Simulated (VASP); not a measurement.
Runs of VASP 6.6.1 on SiC. It takes space group F-43m (No. 216, cubic). Conventional cell: a = 4.379 Å, b = 4.379 Å, c = 4.379 Å, α = 90.00°, β = 90.00°, γ = 90.00°. Si (site symmetry -43m) is surrounded by 4 C at 1.90 Å. C (site symmetry -43m) has 4 Si at 1.90 Å as nearest neighbours. The cell is a database's computed one.

```csv
task,level,potentials or basis,cell,k mesh,cutoff (eV),grid for exact exchange (PRECFOCK),exchange at q = 0,screening parameter,gap on the mesh (eV)
band structure,PBE,"VASP PAW PBE potentials, release 64 (Si, C)",as given,14 × 14 × 14,600,-,-,-,1.37
band structure,PBE0,"VASP PAW PBE potentials, release 64 (Si, C)",as given,10 × 10 × 10,450,Fast,truncated,-,2.96
relaxation of cell and atoms,PBE,"VASP PAW PBE potentials, release 64 (Si, C)",relaxed,12 × 12 × 12,600,-,-,-,1.37
band structure,LDA,"VASP PAW LDA potentials, release 64 (Si, C)",as given,14 × 14 × 14,450,-,-,-,(b)
band structure,HSE06,"VASP PAW PBE potentials, release 64 (Si, C)",as given,10 × 10 × 10,450,Fast,-,0.2 1/A,2.26
band structure,PBE,"VASP PAW PBE potentials, release 64 (Si, C)",as given,14 × 14 × 14,450,-,-,-,1.37
dielectric tensor,PBE,"VASP PAW PBE potentials, release 64 (Si, C)",as given,13 × 13 × 13,450,-,-,-,(a)
band structure,r2SCAN,"VASP PAW PBE potentials, release 64 (Si, C)",as given,14 × 14 × 14,450,-,-,-,1.73
```

Alike in all rows: no spin polarisation; smearing gaussian 0.02 eV.

Q: Estimate the missing entries.

A: (a) 1.44; (b) 1.32.

Caveats: the relaxation stopped at its first step, so nothing moved (some runs); an odd mesh through Γ misses points on the zone boundary, where band edges often lie (some runs).
